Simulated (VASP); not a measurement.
Runs of VASP 6.6.1 on Mg. All rows change the cell; the cell of one of them follows. It takes space group I4/mmm (No. 139, tetragonal). The conventional cell has a = 3.333 Å, b = 3.333 Å, c = 4.489 Å, α = 90.00°, β = 90.00°, γ = 90.00°. Around Mg (site symmetry 4/mmm) lie 12 Mg at 3.25 to 3.33 Å. This isn't the form of Mg at room conditions, which is hcp.

```tsv
cell	gap on the mesh (eV)	pressure (GPa)
strain +0.050 along x and y, +0.000 along z, atoms carried along	none	-4.3
strain +0.000 along x and y, +0.050 along z, atoms carried along	none	(a)
strain +0.000 along x and y, -0.050 along z, atoms carried along	none	0.2
strain -0.050 along x and y, +0.000 along z, atoms carried along	none	2.6
```

Alike in all rows: task single point; level LDA; potentials or basis VASP PAW LDA potentials, release 64 (Mg); no spin polarisation; k mesh 18 × 18 × 18; cutoff (eV) 520; smearing gaussian 0.15 eV.

Question: Estimate the missing entries.

Answer: (a) -3.1.

A gap of «none» marks a metal or a gap under the smearing width.
